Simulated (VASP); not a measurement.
# BeN (R3m) in VASP: notebook

One crystal, BeN, is run at these levels: PBE; tasks: relaxation of cell and atoms, single point.

All numbers are computed with VASP 6.6.1; they aren't measurements. Logs are shortened: lines on timing, memory, paths and dates and some standing lists are left out, and cuts for length are marked.

## 1. Starting point

The structure is trigonal, space group R3m (No. 160). Conventional cell: a = 2.765 Å, b = 2.765 Å, c = 6.824 Å, α = 90.00°, β = 90.00°, γ = 120.00°. Be (site symmetry 3m) has 4 N at 1.70 Å as nearest neighbours. Around N (site symmetry 3m) lie 4 Be at 1.70 Å.

The cell was built by a generator and needn't be a form met in nature.

## 2. Relaxation of cell and atoms, PBE

Input file INCAR:

```
PREC = Accurate ; ENCUT = 600
EDIFF = 1E-7 ; ISMEAR = 0
SIGMA = 0.1 ; LREAL = F
LASPH = T ; NELM = 100
ALGO = Normal ; ISIF = 3
LWAVE = F ; LCHARG = F
GGA = PE ; IBRION = 2
NSW = 90 ; EDIFFG = -0.04
```

Input file KPOINTS:

```
regular mesh
0
Gamma
  9 9 9
```

Input file POSCAR:

```
BeN
1.0
    1.3825000000      0.7981867500      2.2746463600
   -1.3825000000      0.7981867500      2.2746463600
    0.0000000000     -1.5963734900      2.2746463600
Be N
1 1
Direct
    0.0000000000      0.0000000000      0.0000000000
    0.7512433800      0.7512433800      0.7512433800
```

Potentials or basis: VASP PAW PBE potentials, release 64 (Be, N).

Run with:

```bash
> cat potpaw_PBE.64/Be/POTCAR potpaw_PBE.64/N/POTCAR > POTCAR
> mpirun -np 1 vasp_std > vasp.out
```

OUTCAR:

```text
PREC = Accurate
   ENCUT = 600
   EDIFF = 1E-7
   ISMEAR = 0
   LREAL = F
   LASPH = T
   NELM = 100
   ISIF = 3
   GGA = PE
   IBRION = 2
   NSW = 90
   EDIFFG = -0.04

 ion  position               nearest neighbor table
   1  0.000  0.000  0.000-   2 1.70   2 1.70   2 1.70   2 1.70
   2  0.751  0.751  0.751-   1 1.70   1 1.70   1 1.70   1 1.70

  LATTYP: Found a trigonal (rhomboedric) cell.
 ALAT       =     2.7789250441
 COS(alpha) =     0.5049983914

  Lattice vectors:

 A1 = (   1.3825000000,   0.7981867500,   2.2746463600)
 A2 = (  -1.3825000000,   0.7981867500,   2.2746463600)
 A3 = (   0.0000000000,  -1.5963734900,   2.2746463600)

Analysis of symmetry for initial positions (statically):
=====================================================================
 Subroutine PRICEL returns:
 Original cell was already a primitive cell.

 Routine SETGRP: Setting up the symmetry group for a
 trigonal (rhombohedral) supercell.

 Subroutine GETGRP returns: Found  6 space group operations
 (whereof  6 operations were pure point group operations)
 out of a pool of 12 trial point group operations.

The static configuration has the point symmetry C_3v.

Analysis of symmetry for dynamics (positions and initial velocities):
=====================================================================
 Subroutine PRICEL returns:
 Original cell was already a primitive cell.

 Routine SETGRP: Setting up the symmetry group for a
 trigonal (rhombohedral) supercell.

 Subroutine GETGRP returns: Found  6 space group operations
 (whereof  6 operations were pure point group operations)
 out of a pool of 12 trial point group operations.

The dynamic configuration has the point symmetry C_3v.

 Subroutine INISYM returns: Found  6 space group operations
 (whereof  6 operations are pure point group operations),
 and found     1 'primitive' translations

----------------------------------------------------------------------------------------

                                     Primitive cell

  volume of cell :      15.0603

  direct lattice vectors                    reciprocal lattice vectors
     1.382500000  0.798186750  2.274646360     0.361663653  0.208806607  0.146542926
    -1.382500000  0.798186750  2.274646360    -0.361663653  0.208806607  0.146542926
     0.000000000 -1.596373490  2.274646360     0.000000000 -0.417613215  0.146542927

  length of vectors
     2.778925044  2.778925044  2.778925041     0.442578384  0.442578384  0.442578385

  position of ions in fractional coordinates (direct lattice)
     0.000000000  0.000000000  0.000000000
     0.751243380  0.751243380  0.751243380

  ion indices of the primitive-cell ions
   primitive index   ion index
                 1           1
                 2           2

----------------------------------------------------------------------------------------

 KPOINTS: regular mesh

Automatic generation of k-mesh.
 Grid dimensions read from file:
 generate k-points for:    9    9    9

 Generating k-lattice:

  Cartesian coordinates                     Fractional coordinates (reciprocal lattice)
     0.040184850  0.023200734  0.016282547     0.111111111  0.000000000 -0.000000000
    -0.040184850  0.023200734  0.016282547     0.000000000  0.111111111 -0.000000000
     0.000000000 -0.046401468  0.016282547    -0.000000000 -0.000000000  0.111111111

  Length of vectors
     0.049175376  0.049175376  0.049175376

  Shift w.r.t. Gamma in fractional coordinates (k-lattice)
     0.000000000  0.000000000  0.000000000

 Subroutine IBZKPT returns following result:
 ===========================================

 Found     85 irreducible k-points:

 Following reciprocal coordinates:
            Coordinates               Weight
  0.000000  0.000000  0.000000      1.000000
  0.111111  0.000000  0.000000      6.000000
  0.222222  0.000000  0.000000      6.000000
  0.333333  0.000000  0.000000      6.000000
  0.444444  0.000000  0.000000      6.000000
  0.111111  0.111111  0.000000      6.000000
[... 16 lines left out ...]
 -0.333333  0.333333  0.000000      6.000000
  0.444444  0.444444  0.000000      6.000000
 [... further k-points ...]
   k-points           NKPTS =     85   k-points in BZ     NKDIM =     85   number of bands    NBANDS=      7
   number of dos      NEDOS =    301   number of ions     NIONS =      2
   total plane-waves  NPLWV =  13824
   dimension x,y,z NGX =    24 NGY =   24 NGZ =   24
   dimension x,y,z NGXF=    48 NGYF=   48 NGZF=   48
   ions per type =               1   1
   NGX,Y,Z   is equivalent  to a cutoff of  14.36, 14.36, 14.36 a.u.
   NGXF,Y,Z  is equivalent  to a cutoff of  28.72, 28.72, 28.72 a.u.
 SYSTEM =  unknown system
   PREC   = accura    normal or accurate (medium, high low for compatibility)
   ISTART =      0    job   : 0-new  1-cont  2-samecut
   ICHARG =      2    charge: 1-file 2-atom 10-const
   ISPIN  =      1    spin polarized calculation?
   LNONCOLLINEAR =      F non collinear calculations
   LSORBIT =      F    spin-orbit coupling
   LASPH  =      T    aspherical Exc in radial PAW
   ENCUT  =  600.0 eV  44.10 Ry    6.64 a.u.   5.55  5.55  5.55*2*pi/ulx,y,z
   NELM   =    100;   NELMIN=  2; NELMDL= -5     # of ELM steps
   EDIFF  = 0.1E-06   stopping-criterion for ELM
   LREAL  =      F    real-space projection
   EDIFFG = -.4E-01   stopping-criterion for IOM
   NSW    =     90    number of steps for IOM
   IBRION =      2    ionic relax: 0-MD 1-quasi-New 2-CG
   NFREE  =      1    steps in history (QN), initial steepest desc. (CG)
   ISIF   =      3    stress and relaxation
   ISYM   =      2    0-nonsym 1-usesym 2-fastsym
   POTIM  = 0.5000    time-step for ionic-motion
   TEBEG  =    0.0;   TEEND  =   0.0 temperature during run
   PSTRESS=    0.0 pullay stress
   NELECT =       7.0000    total number of electrons
   NUPDOWN=      -1.0000    fix difference up-down
   EMIN   =  10.00;   EMAX   =-10.00  energy-range for DOS
   EFERMI =   0.00;   METHOD = LEGACY
   ISMEAR =     0;   SIGMA  =   0.10  broadening in eV -4-tet -1-fermi 0-gaus
   EFERMI_NEDOS =   21; number of points for ismear=-14 and -15
   IALGO  =     38    algorithm
   IMIX   =      4    mixing-type and parameters
     AMIX     =   0.40;   BMIX     =  1.00
     AMIX_MAG =   1.60;   BMIX_MAG =  1.00
  volume/ion in A,a.u.               =       7.53        50.82
  Fermi-wavevector in a.u.,A,eV,Ry     =   1.268127  2.396412 21.880139  1.608145
  Thomas-Fermi vector in A             =   2.401238
   LORBIT       =      0    0 simple, 1 ext, 2 COOP (PROOUT), +10 PAW based schemes
   GGA     = PE    functional components
   LHFCALC =     F    Hartree Fock is set to
   AEXX    =    0.0000 exact exchange contribution
   IVDW    =     0    specifies the selected vdW correction
   LEPSILON=     F    determine dielectric tensor
   LRPA    =     F    only Hartree local field effects (RPA)
 conjugate gradient relaxation of ions
 non-spin polarized calculation
 Gauss-broadening in eV      SIGMA  =   0.10
  energy-cutoff  :      600.00
  volume of cell :       15.06
 maximum number of plane-waves:       531
 NGX is ok and might be reduce to    24
   NGX = 11   NGY = 11   NGZ = 11

--------------------------------------- Ionic step        1  -------------------------------------------

 number of electron       7.0000000 magnetization

 Free energy of the ion-electron system (eV)
  ---------------------------------------------------
  ext. energy  EPLUGINS =         0.00000000
  ---------------------------------------------------
  free energy    TOTEN  =       -12.25901596 eV

  energy without entropy =      -12.25013905  energy(sigma->0) =      -12.25457751

------------------------ aborting loop because EDIFF is reached ----------------------------------------

  FORCE on cell =-STRESS in cart. coord.  units (eV):
  Direction    XX          YY          ZZ          XY          YZ          ZX
  --------------------------------------------------------------------------------------
  -------------------------------------------------------------------------------------
  Total        0.4961022      0.4961022      0.4645473      0.0000000      0.0000000      0.0000000
  in kB       52.7772762     52.7772761     49.4203389      0.0000000      0.0000001      0.0000000
  external PRESSURE =      51.6582971 kB  Pullay stress =       0.0000000 kB
[... 89 lines left out ...]
  FREE ENERGIE OF THE ION-ELECTRON SYSTEM (eV)
  ---------------------------------------------------
  free  energy   TOTEN  =       -12.2660804959 eV

  energy  without entropy=      -12.2570878026  energy(sigma->0) =      -12.26158415

[... ionic steps 4 to 32 ...]

--------------------------------------- Ionic step       33  -------------------------------------------

 number of electron       7.0000000 magnetization

------------------------ aborting loop because EDIFF is reached ----------------------------------------

  FORCE on cell =-STRESS in cart. coord.  units (eV):
  Direction    XX          YY          ZZ          XY          YZ          ZX
  --------------------------------------------------------------------------------------
  -------------------------------------------------------------------------------------
  Total       -0.1767590     -0.1767590     -0.1085986     -0.0000000     -0.0000000     -0.0000000
  in kB      -18.5398233    -18.5398233    -11.3906405     -0.0000000     -0.0000000     -0.0000000
  external PRESSURE =     -16.1567624 kB  Pullay stress =       0.0000000 kB
[... 57 lines left out ...]
  energy  without entropy=      -12.3181174718  energy(sigma->0) =      -12.31983933

--------------------------------------- Ionic step       35  -------------------------------------------

 number of electron       7.0000000 magnetization

 Free energy of the ion-electron system (eV)
  ---------------------------------------------------
  ext. energy  EPLUGINS =         0.00000000
  ---------------------------------------------------
  free energy    TOTEN  =       -12.32409337 eV

  energy without entropy =      -12.32061380  energy(sigma->0) =      -12.32235358

 E-fermi :   3.9052     XC(G=0): -11.1142

 val. band max:        3.8916102820   @ k =  -0.3333   0.3333   0.3333
 cond. band min:       3.9309880925   @ k =  -0.3333   0.2222   0.2222
 fundamental gap:      0.0393778105
 Fermi energy:         3.9051887935

 k-point     1 :       0.0000    0.0000    0.0000
  band No.  band energies     occupation
      1     -11.6991      2.00000
      2       3.4747      2.00000
      3       5.7857      0.00000
      4       5.7857      0.00000
      5      12.0407      0.00000
      6      16.8398      0.00000
      7      17.7784      0.00000
[... 221 lines left out ...]
 k-point    24 :       0.4444    0.4444    0.0000
  band No.  band energies     occupation
      1      -8.5295      2.00000
      2      -0.3545      2.00000
      3       1.3902      2.00000
      4       3.0943      2.00000
      5       9.9208      0.00000
      6      16.8396      0.00000
      7      21.7550      0.00000

 [... further k-points ...]

------------------------ aborting loop because EDIFF is reached ----------------------------------------

  FORCE on cell =-STRESS in cart. coord.  units (eV):
  Direction    XX          YY          ZZ          XY          YZ          ZX
  --------------------------------------------------------------------------------------
  -------------------------------------------------------------------------------------
  Total       -0.0759464     -0.0759464     -0.0119885      0.0000000     -0.0000000     -0.0000000
  in kB       -8.0104594     -8.0104594     -1.2644905      0.0000000     -0.0000000     -0.0000000
  external PRESSURE =      -5.7618031 kB  Pullay stress =       0.0000000 kB
[... 17 lines left out ...]
  FREE ENERGIE OF THE ION-ELECTRON SYSTEM (eV)
  ---------------------------------------------------
  free  energy   TOTEN  =       -12.3240933659 eV

  energy  without entropy=      -12.3206138025  energy(sigma->0) =      -12.32235358

 reached required accuracy - stopping structural energy minimisation
```

Run time: 1.9 min. Hardware: 1 thread of Intel Xeon Platinum 8488C (Sapphire Rapids), shared host; peak memory 0.14 GiB.

Results:

```
Free energy                            : -12.3241 eV
Relaxed volume                         : 7.60 Å³/atom
Relaxed cell                           : a = 2.928 Å, b = 2.928 Å, c = 2.928 Å, α = 53.82°, β = 53.82°, γ = 53.82°
Space group after relaxing (to 0.05 Å) : R3m (No. 160)
Energy gained by relaxing              : 32.5 meV/atom
Ionic steps                            : 35
Pressure after relaxing                : -0.6 GPa
Largest force after relaxing           : 0.028 eV/Å
Band gap on the k mesh                 : none (metal or under the smearing width)
```

Forces in eV/Å, atoms in the order of the input:
```
Be   0.000  0.000 -0.028
N    0.000  0.000  0.028
```

The path:
| step | energy change (eV) | largest force (eV/Å) | pressure (GPa) | volume (Å³) |
| --- | --- | --- | --- | --- |
| 1 | 0.0000 | 0.0694 | 5.17 | 15.06 |
| 2 | -0.0067 | 0.0399 | -1.17 | 15.60 |
| 3 | -0.0071 | 0.0446 | -0.06 | 15.50 |
| 4 | -0.0074 | 0.0509 | -0.08 | 15.50 |
| 5 | -0.0086 | 0.0632 | -0.11 | 15.50 |
| 6 | -0.0120 | 0.0411 | -0.17 | 15.49 |
| 7 | -0.0175 | 0.1300 | -0.20 | 15.49 |
| 8 | -0.0103 | 0.8050 | 0.39 | 15.47 |
| 9 | -0.0175 | 0.2414 | -0.14 | 15.49 |
| 10 | -0.0176 | 0.2423 | -0.14 | 15.49 |
| 11 | -0.0176 | 0.2453 | -0.14 | 15.49 |
| 12 | -0.0177 | 0.2511 | -0.14 | 15.49 |
| 13 | -0.0180 | 0.2626 | -0.15 | 15.49 |
| 14 | -0.0185 | 0.2857 | -0.17 | 15.49 |
| 15 | -0.0196 | 0.3460 | -0.21 | 15.49 |
| 16 | -0.0214 | 0.4824 | -0.24 | 15.48 |
| 17 | -0.0136 | 1.1994 | -0.33 | 15.47 |
| 18 | -0.0215 | 0.5432 | -0.23 | 15.48 |
| 19 | -0.0211 | 0.8163 | -0.29 | 15.47 |
| 20 | -0.0218 | 0.6231 | -0.25 | 15.48 |
| 21 | -0.0218 | 0.6731 | -0.25 | 15.48 |
| 22 | -0.0223 | 0.7210 | -0.31 | 15.48 |
| 23 | -0.0225 | 0.8387 | -0.42 | 15.47 |
| 24 | -0.0226 | 0.8014 | -0.39 | 15.48 |
| 25 | -0.0235 | 0.7930 | -0.44 | 15.47 |
| 26 | -0.0261 | 0.7685 | -0.57 | 15.47 |
| 27 | -0.0311 | 0.7220 | -0.85 | 15.47 |
| 28 | -0.0400 | 0.6377 | -1.38 | 15.47 |
| 29 | -0.0526 | 0.4933 | -2.36 | 15.45 |
| 30 | -0.0570 | 0.2668 | -4.03 | 15.42 |
| 31 | -0.0586 | 0.3401 | -3.48 | 15.43 |
| 32 | -0.0605 | 0.2798 | -3.02 | 15.39 |
| 33 | -0.0643 | 0.0994 | -1.62 | 15.28 |
| 34 | -0.0625 | 0.2598 | 1.43 | 15.04 |
| 35 | -0.0651 | 0.0276 | -0.58 | 15.19 |

Final structure:
```
CELL_PARAMETERS angstrom
1.32527 0.76515 2.49667
-1.32527 0.76515 2.49667
0.00000 -1.53029 2.49667
ATOMIC_POSITIONS crystal
Be 0.98574 0.98574 0.98574
N 0.76550 0.76550 0.76550
```

## 3. Single point, PBE

Input file INCAR:

```
PREC = Accurate ; ENCUT = 520
EDIFF = 1E-6 ; ISMEAR = 0
SIGMA = 0.1 ; LREAL = F
LASPH = T ; NELM = 100
ALGO = Normal ; ISIF = 2
LWAVE = F ; LCHARG = F
GGA = PE ; NBANDS = 10
```

KPOINTS is that of step 2.

POSCAR is that of step 2.

Potentials or basis: VASP PAW PBE potentials, release 64 (Be, N).

Run with:

```bash
> cat potpaw_PBE.64/Be/POTCAR potpaw_PBE.64/N/POTCAR > POTCAR
> mpirun -np 1 vasp_std > vasp.out
```

It used 7.1 s of CPU time on 1 thread of Intel(R) Xeon(R) Platinum 8488C (Sapphire Rapids) (shared host), which was overloaded at the time.

The run converged. Its results:

| Quantity | Value |
| --- | --- |
| Free energy | -12.2579 eV |
| Pressure | 5.3 GPa |
| Largest force | 0.069 eV/Å |
| Band gap on the k mesh | none (metal or under the smearing width) |

Forces on the atoms (eV/Å):
```
Be   0.000  0.000 -0.069
N    0.000  0.000  0.069
```

Stress tensor (GPa, compression positive):
```
5.42 0.00 0.00
0.00 5.42 0.00
0.00 0.00 5.09
```

Levels at points of the mesh, in eV from the Fermi level:
```tsv
k point	band 1	band 2	band 3	band 4	band 5	band 6	band 7	band 8
(0.00, 0.00, 0.00)	-15.36	1.31	1.38	1.38	9.74	13.09	13.22	13.22
```
